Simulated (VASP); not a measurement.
Level of theory: optB88-vdW, VASP's PBE PAW potentials (set 64) (plane waves; VASP).

A VASP calculation is set up with these files.

### KPOINTS
```
Automatic mesh
0
Gamma
7 7 2
0 0 0
```

**POSCAR**
```
WSe2
1.0
  1.6650618396  -2.8839713646   0.0000000000
  1.6650618396   2.8839713646   0.0000000000
  0.0000000000   0.0000000000  13.2237905258
W Se
2 4
Cartesian
  1.6650618396   0.9613257108   3.3059476315
  1.6650618396  -0.9613257108   9.9178428944
  1.6650618396   0.9613257108  11.6044478535
  1.6650618396  -0.9613257108   4.9925525906
  1.6650618396  -0.9613257108   1.6193426723
  1.6650618396   0.9613257108   8.2312379352
```

**INCAR**
```
! general
SYSTEM   = WSe2
PREC     = Accurate
ENCUT    = 520
LREAL    = .FALSE.
LASPH    = .TRUE.

! electronic loop
EDIFF    = 1E-6
NELM     = 100
ALGO     = Normal
LMAXMIX  = 6

! smearing
ISMEAR   = 0
SIGMA    = 0.05

! functional
GGA      = BO
LUSE_VDW = .TRUE.
AGGAC    = 0.0
PARAM1   = 0.1833333333
PARAM2   = 0.22

! ions
IBRION   = 2
NSW      = 60
ISIF     = 3
EDIFFG   = -0.02

! output
LWAVE    = .FALSE.
LCHARG   = .FALSE.
```

POTCAR, in this order: W_sv Se (PBE.64 set). Program: vasp_std.

The resulting files:

### OSZICAR
```
       N       E                     dE             d eps       ncg     rms          rms(c)
DAV:   1     0.517536482708E+03    0.51754E+03   -0.28435E+04  1120   0.162E+03
DAV:   2     0.161410363106E+01   -0.51592E+03   -0.50550E+03  1184   0.423E+02
DAV:   3    -0.313171120845E+02   -0.32931E+02   -0.32736E+02  1307   0.948E+01
DAV:   4    -0.320230136879E+02   -0.70590E+00   -0.70393E+00  1196   0.145E+01
DAV:   5    -0.320410201170E+02   -0.18006E-01   -0.17999E-01  1299   0.213E+00    0.271E+01
DAV:   6    -0.304419160399E+02    0.15991E+01   -0.13486E+01  1153   0.191E+01    0.952E+00
DAV:   7    -0.301954371375E+02    0.24648E+00   -0.57012E+00  1127   0.102E+01    0.583E+00
DAV:   8    -0.300034509729E+02    0.19199E+00   -0.79202E-01  1304   0.489E+00    0.123E+00
DAV:   9    -0.300059012622E+02   -0.24503E-02   -0.80904E-02  1295   0.142E+00    0.732E-01
DAV:  10    -0.300047099095E+02    0.11914E-02   -0.23493E-02  1302   0.930E-01    0.238E-01
DAV:  11    -0.300044588623E+02    0.25105E-03   -0.37353E-03  1271   0.361E-01    0.137E-01
DAV:  12    -0.300044420903E+02    0.16772E-04   -0.13727E-04  1206   0.600E-02    0.105E-01
DAV:  13    -0.300044185687E+02    0.23522E-04   -0.17183E-04  1273   0.703E-02    0.432E-03
DAV:  14    -0.300044188698E+02   -0.30108E-06   -0.53182E-06  1077   0.134E-02
   1 F= -.30004419E+02 E0= -.30004419E+02  d E =-.300044E+02
```

### OUTCAR
```
------------------------ aborting loop because EDIFF is reached ----------------------------------------
  FORCE on cell =-STRESS in cart. coord.  units (eV):
  Direction    XX          YY          ZZ          XY          YZ          ZX
  --------------------------------------------------------------------------------------
  Total        0.1048265      0.1048265      0.1041834      0.0000000      0.0000000      0.0000000
  in kB        1.3224357      1.3224354      1.3143219      0.0000000      0.0000000      0.0000000
  external PRESSURE =       1.3197310 kB  Pullay stress =       0.0000000 kB
  volume of cell :      127.00
      direct lattice vectors                 reciprocal lattice vectors
     1.665061840 -2.883971365  0.000000000     0.300289147 -0.173372040  0.000000000
     1.665061840  2.883971365  0.000000000     0.300289147  0.173372040  0.000000000
     0.000000000  0.000000000 13.223790526     0.000000000  0.000000000  0.075621283
 POSITION                                       TOTAL-FORCE (eV/Angst)
 -----------------------------------------------------------------------------------
      1.66506      0.96133      3.30595         0.000000      0.000000      0.000000
      1.66506     -0.96133      9.91784         0.000000      0.000000      0.000000
      1.66506      0.96133     11.60445        -0.000000     -0.000000      0.011472
      1.66506     -0.96133      4.99255         0.000000      0.000000      0.011472
      1.66506     -0.96133      1.61934        -0.000000      0.000000     -0.011472
      1.66506      0.96133      8.23124        -0.000000     -0.000000     -0.011472
 -----------------------------------------------------------------------------------
    total drift:                                0.000000      0.001091     -0.000034
  FREE ENERGIE OF THE ION-ELECTRON SYSTEM (eV)
  ---------------------------------------------------
  free  energy   TOTEN  =       -30.0044188698 eV

  energy  without entropy=      -30.0044188698  energy(sigma->0) =      -30.00441887

 reached required accuracy - stopping structural energy minimisation
```
(Selected blocks of OUTCAR.)

The compound is WSe2 in the 2H layered structure. It was relaxed first, which changed the volume by +5 %. The start is the result of an earlier pass.
